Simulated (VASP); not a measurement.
Here is a VASP 6.6.1 calculation.

Contents of INCAR:

```
ALGO = Fast ; EDIFF = 1E-7
ENCUT = 520 ; ISIF = 2
ISMEAR = 0 ; LASPH = True
LCHARG = False ; LREAL = False
LWAVE = False ; NBANDS = 23
NELM = 100 ; PREC = Accurate
SIGMA = 0.01
```

KPOINTS

```
k-points
0
Gamma
  8 8 8
```

Contents of POSCAR:

```
MgO2
1.0
   -1.9829496386      1.9829496386      2.3401035414
    1.9829496386     -1.9829496386      2.3401035414
    1.9829496386      1.9829496386     -2.3401035414
Mg O
2 4
Direct
    0.2500000000      0.2500000000      0.0000000000
    0.7500000000      0.7500000000      0.0000000000
    0.6232293900      0.1232293900      0.7464587800
    0.3767706100      0.8767706100      0.2535412200
    0.1232293900      0.3767706100      0.5000000000
    0.8767706100      0.6232293900      0.5000000000
```

Potentials or basis: VASP PAW LDA potentials, release 64 (Mg, O).

Launch:

```sh
$ cat potpaw_LDA.64/Mg/POTCAR potpaw_LDA.64/O/POTCAR > POTCAR
$ mpirun -np 1 vasp_std > vasp.out
```

Task: Estimate the largest force.

Result: 0.417 eV/Å.

Task: What does it give for the band gap on the k mesh?

Result: 3.90 eV, indirect (least direct gap 4.92 eV).

Forces in eV/Å, atoms in the order of the input:
```
Mg   0.000  0.000  0.000
Mg   0.000  0.000  0.000
O    0.295  0.295  0.000
O   -0.295 -0.295  0.000
O   -0.295  0.295  0.000
O    0.295 -0.295  0.000
```

 A k mesh can miss the band edges.
